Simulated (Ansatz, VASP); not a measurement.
# Ti15O32 (V_Ti): VASP beside Ansatz

Wanted: the spread between two codes on one cell, functional and k mesh. Of the first pair: The structure shown is the start of the Ansatz relaxation below; VASP solves that cell, so the two are compared at the walk's first step.

Calculated with Ansatz 0.2.0; plane waves, with VASP 6.6.1 beside it; single point at LDA.

## Step 1: Starting point

The cell holds 47 atoms: 15 Ti and 32 O. Its edges and angles: a = 7.478 Å, b = 7.478 Å, c = 9.458 Å, α = 90.0°, β = 90.0°, γ = 90.0°. It derives from TiO2 (TiO2 (I4_1/amd)). Nearest the centre at fractional (0.750, 0.250, 0.500): O32 at 1.89 Å, O35 at 1.93 Å, O37 at 1.93 Å, O16 at 1.94 Å, O45 at 1.94 Å, O39 at 1.95 Å, Ti10 at 2.98 Å, Ti3 at 3.03 Å. The cell carries charge −2.

Coordinates:

```
Ti O
1.0
     7.47807    0.00000    0.00000
     0.00000    7.47807    0.00000
     0.00000    0.00000    9.45759
Ti O
15 32
Direct
  0.00560 0.00360 0.00050
  0.25145 0.24796 0.49510
  0.99679 0.24999 0.24536
  0.25632 0.99906 0.75156
  0.99860 0.49943 0.00515
  0.24411 0.74772 0.49826
  0.00112 0.74611 0.24579
  0.24552 0.49794 0.75357
  0.49743 0.00577 0.00173
  0.50482 0.24602 0.25188
  0.75531 0.99985 0.75321
  0.50552 0.50363 0.99920
  0.74983 0.74574 0.50407
  0.50366 0.74743 0.25393
  0.74684 0.49940 0.75463
  0.00413 0.24574 0.46039
  0.25372 0.99600 0.95490
  0.99638 0.00211 0.21207
  0.25322 0.25536 0.70608
  0.99996 0.25403 0.03784
  0.25328 0.99496 0.53973
  0.99801 0.00130 0.79699
  0.24580 0.24490 0.29123
  0.99952 0.75643 0.45936
  0.25271 0.50557 0.95596
  0.00160 0.49740 0.20324
  0.24364 0.74798 0.70822
  0.99995 0.74928 0.03680
  0.25167 0.49422 0.53975
  0.99642 0.50205 0.79622
  0.25353 0.74908 0.29649
  0.50433 0.24864 0.45407
  0.75606 0.00282 0.95799
  0.49637 0.00514 0.20616
  0.75215 0.24591 0.70412
  0.49492 0.24573 0.04143
  0.74668 0.99849 0.54648
  0.50403 0.99468 0.79176
  0.75462 0.24588 0.29405
  0.49353 0.75027 0.45925
  0.74662 0.49816 0.96227
  0.50594 0.50068 0.21031
  0.74754 0.74472 0.71054
  0.49572 0.74521 0.04352
  0.75007 0.50533 0.53886
  0.49986 0.50562 0.78919
  0.74379 0.75131 0.29038
```

## Step 2: Ansatz: relaxation, LDA

Ansatz runs on its default PAW (the set named soft_2) files.

The two programs are compared at the cell with which this relaxation starts, whose forces are those of its first step.

Contents of input.yaml:

```yaml
crystal:
  lattice:
    - [3.73903267, 0.0, 0.0]
    - [0.0, 3.73903267, 0.0]
    - [0.0, 0.0, 9.45758532]
  atoms:
    - { symbol: Ti, position: [0.0, 0.0, 0.0] }
    - { symbol: Ti, position: [0.5, 0.5, 0.5] }
    - { symbol: Ti, position: [0.0, 0.5, 0.25] }
    - { symbol: Ti, position: [0.5, 0.0, 0.75] }
    - { symbol: O, position: [0.0, 0.5, 0.45794644] }
    - { symbol: O, position: [0.5, 0.0, 0.95794644] }
    - { symbol: O, position: [0.0, 0.0, 0.20794644] }
    - { symbol: O, position: [0.5, 0.5, 0.70794644] }
    - { symbol: O, position: [0.0, 0.5, 0.04205356] }
    - { symbol: O, position: [0.5, 0.0, 0.54205356] }
    - { symbol: O, position: [0.0, 0.0, 0.79205356] }
    - { symbol: O, position: [0.5, 0.5, 0.29205356] }
  supercell: [2, 2, 1]
  defects: [{ vacancy: 25 }]
total_charge: -2
basis:
  ecutwfc: 420
  xc_grid: 2
hamiltonian:
  xc: lda
kpoints:
  mp_grid: { grid: [1, 1, 1], shift: [0.25, 0.25, 0.25] }
magnetization:
  spin_polarized: true
  initial_magnetization: 2
  spin_locking: { lock_magnetization: hard }
scf:
  occupations: { method: fixed }
  max_iter: 100
output:
  forces: true
  charged_corrections:
    epsilon: [6.87, 6.87, 6.27]
    static_epsilon: [53.34, 53.34, 27.44]
relax:
  f_tol: 0.02
  max_steps: 80
  random_displacement: { amplitude: 0.05, seed: 8665 }
checkpoint:
  write: "../qm2_M2.relax.run"
  compress: false
  write_wavefunctions: true
  write_every: 100000
```

Run with:

```bash
$ ansatz run input.yaml --threads 4 --pin off --max-ram 6594MiB --backend cpu --events-out ev --progress --plain --runs-dir out
```

Numbers of over 12 decimals in the logs are rounded to 6 here.

The log of the run:

```text
Engine: ansatz 0.2.0, aarch64-unknown-linux-gnu
Pseudopotentials: kind: paw
Pseudopotential: Ti, paw, valence charge 12, recommended cutoff 420 eV (normal), Ti.paw.azcp
Pseudopotential: O, paw, valence charge 6, recommended cutoff 420 eV (normal), O.paw.azcp
Functional definition: SPW92
  exchange = slater_x
  correlation = pw_c
Crystal: 47 atoms, lattice volume = 528.882 Å³
Basis set: ecut = 420 eV, 10375 PW (Γ), exchange–correlation on 100×100×128 points (8 copies of the dense FFT grid, shifted against one another)
Bands: 235, of which v1, the nominal top of the filled ones, is band 187 counted from 1 (186 counted from 0)
Symmetry: 1 space group operations
k-points: 1
Non-local potential: Ti, projectors of the file, l = 0: 3, l = 1: 2, l = 2: 3, l = 3: 1
Non-local potential: O, projectors of the file, l = 0: 2, l = 1: 2, l = 2: 1
PAW form: soft (Blöchl's): semilocal exchange-correlation on the pseudo side does not see the compensation charge
PAW frozen core: Ti, regenerated for the run's functional, and the local potential with it (the file was generated under x = pbe(κ = 0.804, μ = 0.219515), c = pbe(β = 0.066725))
PAW frozen core: O, regenerated for the run's functional, and the local potential with it (the file was generated under x = pbe(κ = 0.804, μ = 0.219515), c = pbe(β = 0.066725))
PAW one-centre angular grid: Ti, 590 points (default); XC on 64 Gauss nodes
PAW one-centre angular grid: O, 110 points (default); XC on 64 Gauss nodes
Initial density: superposition of atomic densities (chi_scale 0.1, normalization cell, long waves kept (reshape's long-wave potential 0.49 eV rms))
Starting moments: Σ|m| = 2 μB on 47 of 47 sites
Initial wavefunctions: pseudopotential atomic-orbital guess
Functional: x = slater, c = lda
SCF iter   1: F=—  HF=-54567.485367 eV  |F-HF|=—  |Δ(HF+E_count)|=         —  Δρ=4.26e-2 (↑3.13e-2 ↓4.26e-2)  dr2=3.84e1  dr2_m=5.97e-1  M=2.000 μB ∫|m|=2.085 μB  β_m=0.30  ethr=3.10e-3  ⟨swp⟩=3.0  Hψ=1440  notcnv=0  defer=80
preconditioner: auto → Resta (q_TF=auto, 2.575 Å⁻¹)  ε∞=7.9  [insulator: Δε(μ)=0.074 eV  Ē_g=9.796 eV  n_scr=138 (ndim 8)  ℏωp=25.7 eV  f_vac=0.000  ε∞_Penn≈7.9]
spin=Collinear: Resta preconditioning applied to the charge; magnetization (m = ρ↑ − ρ↓) channel mixes plain (no charge-response kernel on spin).
SCF iter   2: F=—  HF=-54563.361569 eV  |F-HF|=—  |Δ(HF+E_count)|=    4.12e0  Δρ=2.20e-2 (↑2.20e-2 ↓2.20e-2)  dr2=9.10e0  dr2_m=4.14e-1  M=2.000 μB ∫|m|=2.109 μB  β_m=0.37  ethr=3.10e-3  ⟨swp⟩=2.5  Hψ=715  notcnv=0  defer=87
SCF iter   3: F=—  HF=-54562.138503 eV  |F-HF|=—  |Δ(HF+E_count)|=    1.22e0  Δρ=1.57e-2 (↑1.32e-2 ↓1.57e-2)  dr2=4.72e0  dr2_m=1.80e-1  M=2.000 μB ∫|m|=2.155 μB  β_m=0.55  ethr=2.43e-3  ⟨swp⟩=2.0  Hψ=514  notcnv=0  defer=91
SCF iter   4: F=—  HF=-54561.164182 eV  |F-HF|=—  |Δ(HF+E_count)|=   9.74e-1  Δρ=9.31e-3 (↑6.05e-3 ↓9.31e-3)  dr2=1.34e0  dr2_m=4.27e-2  M=2.000 μB ∫|m|=2.259 μB  β_m=0.50  ethr=1.26e-3  ⟨swp⟩=2.0  Hψ=585  notcnv=0  defer=91
SCF iter   5: F=—  HF=-54560.985072 eV  |F-HF|=—  |Δ(HF+E_count)|=   1.79e-1  Δρ=5.81e-3 (↑2.90e-3 ↓5.81e-3)  dr2=3.97e-1  dr2_m=2.06e-2  M=2.000 μB ∫|m|=2.292 μB  β_m=0.49  ethr=3.58e-4  ⟨swp⟩=2.5  Hψ=705  notcnv=0  defer=91
SCF iter   6: F=—  HF=-54560.964477 eV  |F-HF|=—  |Δ(HF+E_count)|=   2.06e-2  Δρ=2.77e-3 (↑1.82e-3 ↓2.77e-3)  dr2=1.05e-1  dr2_m=4.14e-3  M=2.000 μB ∫|m|=2.304 μB  β_m=0.52  ethr=1.06e-4  ⟨swp⟩=2.5  Hψ=586  notcnv=0  defer=92
SCF iter   7: F=—  HF=-54560.965446 eV  |F-HF|=—  |Δ(HF+E_count)|=   9.69e-4  Δρ=1.54e-3 (↑8.73e-4 ↓1.54e-3)  dr2=2.87e-2  dr2_m=1.50e-3  M=2.000 μB ∫|m|=2.307 μB  β_m=0.54  ethr=2.82e-5  ⟨swp⟩=2.5  Hψ=534  notcnv=0  defer=92
SCF iter   8: F=—  HF=-54560.967233 eV  |F-HF|=—  |Δ(HF+E_count)|=   1.79e-3  Δρ=1.04e-3 (↑5.90e-4 ↓1.04e-3)  dr2=1.25e-2  dr2_m=5.47e-4  M=2.000 μB ∫|m|=2.307 μB  β_m=0.49  ethr=7.67e-6  ⟨swp⟩=2.5  Hψ=589  notcnv=0  defer=91
SCF iter   9: F=—  HF=-54560.967024 eV  |F-HF|=—  |Δ(HF+E_count)|=   2.09e-4  Δρ=2.86e-4 (↑2.37e-4 ↓2.86e-4)  dr2=1.14e-3  dr2_m=4.06e-5  M=2.000 μB ∫|m|=2.307 μB  β_m=0.52  ethr=3.36e-6  ⟨swp⟩=2.0  Hψ=584  notcnv=0  defer=86
SCF iter  10: F=—  HF=-54560.966330 eV  |F-HF|=—  |Δ(HF+E_count)|=   6.93e-4  Δρ=2.15e-4 (↑1.17e-4 ↓2.15e-4)  dr2=4.45e-4  dr2_m=3.15e-5  M=2.000 μB ∫|m|=2.306 μB  β_m=0.52  ethr=3.06e-7  ⟨swp⟩=2.0  Hψ=671  notcnv=0  defer=86
SCF iter  11: F=—  HF=-54560.966389 eV  |F-HF|=—  |Δ(HF+E_count)|=   5.85e-5  Δρ=1.07e-4 (↑6.14e-5 ↓1.07e-4)  dr2=1.33e-4  dr2_m=7.07e-6  M=2.000 μB ∫|m|=2.305 μB  β_m=0.47  ethr=1.19e-7  ⟨swp⟩=2.0  Hψ=585  notcnv=0  defer=86
SCF iter  12: F=—  HF=-54560.966392 eV  |F-HF|=—  |Δ(HF+E_count)|=   2.86e-6  Δρ=3.59e-5 (↑2.78e-5 ↓3.59e-5)  dr2=1.28e-5  dr2_m=1.13e-6  M=2.000 μB ∫|m|=2.304 μB  β_m=0.56  ethr=3.57e-8  ⟨swp⟩=2.0  Hψ=579  notcnv=0  defer=86
[...]
--- Band table (eV) ---
  k-point 0 ↑: bands = [... 183 lower, 6.4454, 6.4654, 6.5019, 6.6216, 6.6677, 9.5660, 9.6662, 9.7209, ... 44 higher]
  k-point 0 ↓: bands = [... 183 lower, 6.5556, 6.6308, 6.6790, 6.8051, 6.8897, 9.5706, 9.6675, 9.7169, ... 44 higher]
--- Relaxed structure (11 steps of the walk, 8 accepted, 0 SCFs on fresh bases) ---
  F+E_penalty+E_count = -54563.46593507 eV   max|allowed force component| = 1.199e-2 eV/Å
  atoms:
    - { symbol: Ti, position: [-0.00245128, 0.00192765, 0.000163752] }
    - { symbol: Ti, position: [0.250357, 0.249246, 0.491156] }
    - { symbol: Ti, position: [-0.0053255, 0.249287, 0.264997] }
    - { symbol: Ti, position: [0.251004, 0.00175464, 0.749150] }
    - { symbol: O, position: [0.00556206, 0.249036, 0.452853] }
    - { symbol: O, position: [0.249961, -0.00262764, 0.958166] }
    - { symbol: O, position: [0.00202757, -0.00147199, 0.208976] }
    - { symbol: O, position: [0.250250, 0.249224, 0.708219] }
    - { symbol: O, position: [0.00491219, 0.249461, 0.033281] }
    - { symbol: O, position: [0.250942, -0.000963781, 0.541701] }
    - { symbol: O, position: [0.00093868, -0.00225091, 0.791459] }
    - { symbol: O, position: [0.251588, 0.248747, 0.283213] }
    - { symbol: Ti, position: [-0.00359906, 0.496640, -7.272530449838174e-5] }
    - { symbol: Ti, position: [0.250637, 0.749083, 0.500240] }
    - { symbol: Ti, position: [-0.00205106, 0.748457, 0.251280] }
    - { symbol: Ti, position: [0.248959, 0.497929, 0.749251] }
    - { symbol: O, position: [0.000720228, 0.748782, 0.458677] }
    - { symbol: O, position: [0.249488, 0.501940, 0.957508] }
    - { symbol: O, position: [0.00286605, 0.500269, 0.208428] }
    - { symbol: O, position: [0.248438, 0.749502, 0.707908] }
    - { symbol: O, position: [0.00216426, 0.749587, 0.042238] }
    - { symbol: O, position: [0.250485, 0.500042, 0.541575] }
    - { symbol: O, position: [0.0004341, 0.499333, 0.791372] }
    - { symbol: O, position: [0.250298, 0.750860, 0.292476] }
    - { symbol: Ti, position: [0.502925, 0.0030997, 0.000418857] }
    - { symbol: Ti, position: [0.509939, 0.250115, 0.264510] }
    - { symbol: Ti, position: [0.750264, 0.00528415, 0.735325] }
    - { symbol: O, position: [0.495715, 0.250882, 0.452577] }
    - { symbol: O, position: [0.750074, -0.00521849, 0.967140] }
    - { symbol: O, position: [0.500440, -0.000957153, 0.209075] }
    - { symbol: O, position: [0.748092, 0.248441, 0.755777] }
    - { symbol: O, position: [0.494642, 0.250196, 0.033883] }
    - { symbol: O, position: [0.751151, -0.00567369, 0.547498] }
    - { symbol: O, position: [0.499173, -0.00325989, 0.791970] }
    - { symbol: O, position: [0.751397, 0.250878, 0.244558] }
    - { symbol: Ti, position: [0.501943, 0.497541, 0.000195666] }
    - { symbol: Ti, position: [0.750443, 0.749481, 0.509304] }
    - { symbol: Ti, position: [0.501831, 0.750538, 0.251128] }
    - { symbol: Ti, position: [0.749399, 0.489922, 0.735961] }
    - { symbol: O, position: [0.499726, 0.749364, 0.458888] }
    - { symbol: O, position: [0.749286, 0.504976, 0.966559] }
    - { symbol: O, position: [0.497305, 0.500950, 0.209175] }
    - { symbol: O, position: [0.750423, 0.748348, 0.717163] }
    - { symbol: O, position: [0.497726, 0.750035, 0.042953] }
    - { symbol: O, position: [0.749255, 0.504150, 0.547856] }
    - { symbol: O, position: [0.498491, 0.502565, 0.791288] }
    - { symbol: O, position: [0.750449, 0.749209, 0.292176] }
```

Reading the cycles: dr2 is the Hartree energy of the density residual (eV), the measure of convergence; HF is the Harris–Foulkes estimate of the energy, which meets the free energy F at convergence.

## Step 3: VASP: single point, LDA, start cell, pair 1

The same cell, functional (in two slightly different forms) and mesh now go to VASP, with its own data sets.

Lines of VASP's logs that name or quote its potential files are left out, and so is its time.

Contents of INCAR:

```
SYSTEM = Ti15O32
PREC = Accurate
ENCUT = 520
EDIFF = 1E-06
NELM = 200
ISMEAR = 0
SIGMA = 0.01
LREAL = Auto
ALGO = Normal
GGA = PW92
NELECT = 374
NBANDS = 224
ISPIN = 2
MAGMOM = -0.01 -0 -0.01 -0.01 -0.01 -0 -0.01 -0.01 -0.01 -0.02 -0.01 -0.01 -0 -0.01 -0.01 0.05 0.06 0.06 0.04 0.11 0.01 0.06 0.05 0.01 0.05 0.04 0.03 0.06 0.01 0.04 0.03 0.08 0.11 0.04 0.19 0.09 0.05 0.04 0.2 0.01 0.09 0.06 0.05 0.05 0.08 0.06 0.04
LASPH = .TRUE.
LMAXMIX = 4
LORBIT = 11
LWAVE = .FALSE.
LCHARG = .FALSE.
ISIF = 2
ISYM = 0
NUPDOWN = 2
GGA_COMPAT = .FALSE.
NCORE = 2
```

Contents of POSCAR:

```
Ti15O32
1.0
    7.4780653458      0.0000000000      0.0000000000
    0.0000000000      7.4780653458      0.0000000000
    0.0000000000      0.0000000000      9.4575853170
Ti O
15 32
Direct
    0.0055973033      0.0036030709      0.0004957925
    0.2514468533      0.2479621285      0.4950964589
    0.9967912824      0.2499853790      0.2453617834
    0.2563180330      0.9990625918      0.7515634025
    0.9985958935      0.4994281044      0.0051490944
    0.2441136732      0.7477181251      0.4982588940
    0.0011230177      0.7461118273      0.2457917029
    0.2455233961      0.4979413562      0.7535737465
    0.4974301277      0.0057727498      0.0017281367
    0.5048193384      0.2460204498      0.2518782459
    0.7553068526      0.9998539729      0.7532138237
    0.5055220602      0.5036313305      0.9991991613
    0.7498316397      0.7457407420      0.5040730631
    0.5036576743      0.7474296815      0.2539313069
    0.7468386196      0.4994000222      0.7546342709
    0.0041327534      0.2457449775      0.4603861191
    0.2537217732      0.9959950871      0.9549030431
    0.9963814170      0.0021096366      0.2120672384
    0.2532216439      0.2553609673      0.7060776907
    0.9999629583      0.2540328163      0.0378368249
    0.2532766046      0.9949634032      0.5397344913
    0.9980111166      0.0013027434      0.7969947664
    0.2458034151      0.2449002403      0.2912290937
    0.9995173885      0.7564257249      0.4593569981
    0.2527093456      0.5055727418      0.9559602898
    0.0015961348      0.4974020456      0.2032414126
    0.2436357421      0.7479804925      0.7082235873
    0.9999494522      0.7492768171      0.0367979763
    0.2516687021      0.4942171309      0.5397511975
    0.9964248775      0.5020487020      0.7962170837
    0.2535280066      0.7490822480      0.2964854036
    0.5043337850      0.2486403788      0.4540667471
    0.7560609247      0.0028227889      0.9579873399
    0.4963737047      0.0051435763      0.2061608682
    0.7521482817      0.2459101271      0.7041245494
    0.4949198528      0.2457258549      0.0414266419
    0.7466761444      0.9984882454      0.5464823025
    0.5040271548      0.9946757620      0.7917579117
    0.7546192416      0.2458780333      0.2940503212
    0.4935275140      0.7502722617      0.4592549635
    0.7466205150      0.4981626701      0.9622706743
    0.5059447631      0.5006794976      0.2103056894
    0.7475382658      0.7447225643      0.7105442642
    0.4957243389      0.7452050420      0.0435184020
    0.7500703378      0.5053293633      0.5388614355
    0.4998605692      0.5056179406      0.7891889684
    0.7437925109      0.7513054166      0.2903822602
```

Contents of KPOINTS:

```
Points of the shifted mesh
1
Reciprocal
 0.2500000000  0.2500000000  0.2500000000 1
```

The projector-augmented-wave data sets are Ti_sv and O (LDA family, release 64).

Run with:

```bash
$ mpirun -np 8 vasp_std
```

The log of the run:

```text
[banner, memory and clock lines left out]
running    8 mpi-ranks, on    1 nodes
[...]
|                                                                             |
|               ----> ADVICE to this user running VASP <----                  |
|                                                                             |
|     You enforced a specific xc type in the INCAR file but a different       |
|     [... a line on the potential file left out ...]
|     I HOPE YOU KNOW WHAT YOU ARE DOING!                                     |
|                                                                             |

 LDA part: xc-table for (Slater(with rela. corr.)+PW92), standard interpolation
 POSCAR, INCAR and KPOINTS ok, starting setup
[...]
entering main loop
       N       E                     dE             d eps       ncg     rms          rms(c)
DAV:   1     0.628827850348E+04    0.62883E+04   -0.18129E+05   896   0.195E+03
DAV:   2     0.904935976454E+03   -0.53833E+04   -0.51446E+04   896   0.620E+02
DAV:   3    -0.426512267020E+03   -0.13314E+04   -0.12860E+04  1072   0.269E+02
DAV:   4    -0.551004680424E+03   -0.12449E+03   -0.12387E+03  1248   0.909E+01
DAV:   5    -0.560700608468E+03   -0.96959E+01   -0.96908E+01  1416   0.198E+01BRMIX: very serious problems
 the old and the new charge density differ
 old charge density:   372.00000 new  374.00001
    0.932E+01
DAV:   6    -0.442174495325E+03    0.11853E+03   -0.83375E+02  1256   0.102E+02    0.374E+01
DAV:   7    -0.439453538906E+03    0.27210E+01   -0.15063E+02  1288   0.365E+01    0.237E+01
DAV:   8    -0.437987593263E+03    0.14659E+01   -0.23560E+01  1328   0.184E+01    0.867E+00
DAV:   9    -0.437569367785E+03    0.41823E+00   -0.54415E+00  1296   0.825E+00    0.364E+00
[...]
DAV:  18    -0.437586508848E+03    0.16170E-05   -0.15733E-05  1216   0.136E-02    0.159E-02
DAV:  19    -0.437586508034E+03    0.81401E-06   -0.13798E-05   968   0.915E-03    0.107E-02
DAV:  20    -0.437586507524E+03    0.50951E-06   -0.46812E-06   696   0.667E-03
   1 F= -.43758651E+03 E0= -.43758651E+03  d E =-.213667E-21  mag=     2.0000
```

Parts of OUTCAR (step 3):

```text
  Total       23.4551543     21.6348686     17.0934846      0.0991074     -0.3336021     -0.6264344
  in kB       71.0542562     65.5399438     51.7824277      0.3002328     -1.0106029     -1.8976995
  external PRESSURE =      62.7922092 kB  Pullay stress =       0.0000000 kB

 POSITION                                       TOTAL-FORCE (eV/Angst)
 -----------------------------------------------------------------------------------
      0.04186      0.02694      0.00469        -1.014520     -0.210807     -0.037296
      1.88034      1.85428      4.68242        -0.361625     -0.042534     -1.220998
      7.45407      1.86941      2.32053        -1.168416     -0.644611      3.923861
      1.91676      7.47106      7.10798        -0.057445      0.057350     -1.718545
      7.46757      3.73476      0.04870         0.565072      0.284194     -1.813744
      1.82550      5.59148      4.71233         0.536039     -0.271773      0.877827
      0.00840      5.57947      2.32460        -0.220076      1.061897      1.240911
      1.83604      3.72364      7.12699         0.083056      0.002293     -1.061385
      3.71981      0.04317      0.01634         1.126881     -0.502059     -0.084525
      3.77507      1.83976      2.38216         1.152677      0.745531      2.960517
      5.64823      7.47697      7.12358        -0.428125      1.269696     -3.060313
      3.78033      3.76619      9.45001        -1.073102     -0.074029      0.522853
      5.60729      5.57670      4.76731        -0.584076     -0.336718      1.266248
      3.76639      5.58933      2.40158        -0.190743     -0.080272      0.157552
[...]
-----------------------------------------------------------------------------------
    total drift:                               -0.021827     -0.042663     -0.006362

  FREE ENERGIE OF THE ION-ELECTRON SYSTEM (eV)
  ---------------------------------------------------
  free  energy   TOTEN  =      -437.5865075243 eV

  energy  without entropy=     -437.5865075243  energy(sigma->0) =     -437.58650752

 magnetization (x)
# of ion       s       p       d       tot
------------------------------------------
    1       -0.000  -0.000  -0.001  -0.002
    2       -0.001   0.031  -0.000   0.029
    3        0.001   0.002  -0.017  -0.013
    4       -0.000  -0.000  -0.002  -0.002
    5       -0.000  -0.000  -0.001  -0.002
    6       -0.000  -0.000  -0.001  -0.001
    7       -0.000  -0.000  -0.002  -0.002
    8       -0.000  -0.000  -0.002  -0.002
    9       -0.000  -0.000  -0.002  -0.002
   10        0.001  -0.000  -0.023  -0.022
   11        0.001  -0.001  -0.028  -0.028
   12       -0.000  -0.000  -0.001  -0.001
   13       -0.001   0.031  -0.002   0.028
[...]
--------------------------------------------------
tot          0.045   1.784  -0.097   1.733

[... 3 further parts left out ...]
[key lines of the parts left out:]
E-fermi :   3.6354
```

The magnetic state follows from one typed start and may not be the lowest.

(Continued in part 2 of 3.)

[Lines on the potential files, build, host, timing and source positions are cut from VASP's logs without a mark.]

[Logs are printed without paths, hosts, clocks, repeated set-up lines and the standing remarks that a program may print on its own settings, such as how far it seeks lower states.]

[Hosts, paths, dates, database ids (printed as entryN), source tags and the programs' standing remarks are cut or masked in the printed files.]
